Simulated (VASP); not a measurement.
SnTe:

```
Sn Te
1.0
     0.00000    3.14484    3.14484
     3.14484    0.00000    3.14484
     3.14484    3.14484    0.00000
Sn Te
1 1
Direct
  0.00000 0.00000 0.00000
  0.50000 0.50000 0.50000
```

Base run:

- Program: VASP 6.6.1
- Functional: HSE06
- Potentials or basis: VASP PAW PBE potentials, release 64 (Sn_d, Te)
- Cutoff: 520 eV
- k mesh: 6 × 6 × 6
- Occupations: gaussian, width 0.03 eV
- Spin: no spin polarisation

Its results: band gap on the k mesh 0.06 eV, direct; pressure 1.5 GPa.

**Question.** The run is repeated on the same cell with these changes: functional from HSE06 to PBE. What comes out?

**Answer.** Band gap on the k mesh 0.11 eV, direct; pressure 2.5 GPa.

Caveats: spin-orbit coupling is left out, which moves the levels of the heavy elements; the PAW data sets were made with another functional, which shifts forces and pressure a little (some runs).
